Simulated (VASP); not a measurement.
Energy against volume of PbS (rock salt). Method: SCAN meta-GGA, VASP's PBE PAW potentials (set 64) (plane waves; VASP). Run with 520 eV cut-off, 8×8×8 Γ-centred mesh, Gaussian smearing of 0.050 eV, potentials Pb_d S.

```json
[
 {"V (Å³/atom)": "25.555", "E (eV/atom)": "-43.24107"},
 {"V (Å³/atom)": "26.345", "E (eV/atom)": "-43.24640"},
 {"V (Å³/atom)": "27.135", "E (eV/atom)": "-43.24285"},
 {"V (Å³/atom)": "27.926", "E (eV/atom)": "-43.23178"}
]
```

### Question
Fit these four points and predict the energy of the run at 24.764 Å³/atom.

### Answer
A cubic in V^(−2/3), the third-order Birch-Murnaghan form, passes through the four points with V0 = 26.40 Å³/atom and B0 = 59 GPa, and gives -43.2252 eV/atom there. The run gave -43.2254 eV/atom, -0.2 meV/atom from the fit; all five points give B0 = 59 GPa.

The compound is PbS in the rock salt structure. It was relaxed first.
